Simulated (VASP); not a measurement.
**WSe2: stress against strain**

WSe2 (2H layered, P6_3/mmc, 23.534 Å³/atom and stress up to 0.09 GPa in the relaxed cell, c along z) under an equal strain ε along x and y, with z held. PBE in VASP (plane waves, PAW), 480 eV, 12×12×4 Γ-centred mesh, Gaussian smearing 0.05 eV; ions are relaxed, or left where forces stay under 0.02 eV/Å, within the symmetry of each cell. Against the start cell, which lies near the measured one, the relaxed cell differs by 16.9 % in volume and 13.9 % in c; the values below rest on it. Stress is positive for a compressed cell.

Here s stands for strain and y for stress xx.

| strain (%) | stress xx (GPa) |
|---|---|
| -3.00 | ? |
| -1.50 | 3.00 |
| -1.00 | 1.93 |
| -0.50 | 0.91 |
| 0.00 | -0.05 |
| 0.50 | -1.01 |
| 1.00 | -1.91 |
| 1.50 | -2.78 |

Using a straight line, estimate the missing y at s = -3.00 from the other rows, showing the fit.

Means: s 0, y 0.013. About the means, the sum of products is -13.470 and the sum of squares of s is 7.0000; the slope is their ratio. Least squares gives y = 0.013 - 1.9243·s. Residuals (row less fit): 0.101, -0.007, -0.065, -0.063, -0.061, 0.001, 0.093; standard error 0.079 (degrees of freedom: 5). The slope gives the elastic constants C11 + C12 = 192 ± 3 GPa (± standard error of the fit, which holds the terms cut off). At the withheld row, y = 0.013 - 1.9243 × (-3.0) = 5.786 GPa. The calculation gives 6.49 GPa, 0.704 GPa above the prediction (7.6 % of the range of y in the table). The row lies outside the fitted rows, so this is an extrapolation. From the scatter of the fitted rows alone, a prediction at this place has a standard error of 0.122 GPa, so the miss is 5.8 times that.

A polynomial of degree 2 through the 12 other runs of the series gives 6.44 there, so most of the miss is curvature that the fit leaves out. Spin-orbit coupling is left out, which can shift these values for the heavy elements here. For WSe2: without a dispersion term in the relaxation, distances and binding between the weakly bound layers, chains or molecules are unreliable, and so is what depends on them. Rows are the converged runs of the series near zero and its far end, less any whose ions stayed unrelaxed beside relaxed ones; series whose fitted rows scatter by over a few per cent of the range, as at a crossing or softening among them, aren't shown in this form. Most that stay on the fit to the last digits aren't either.
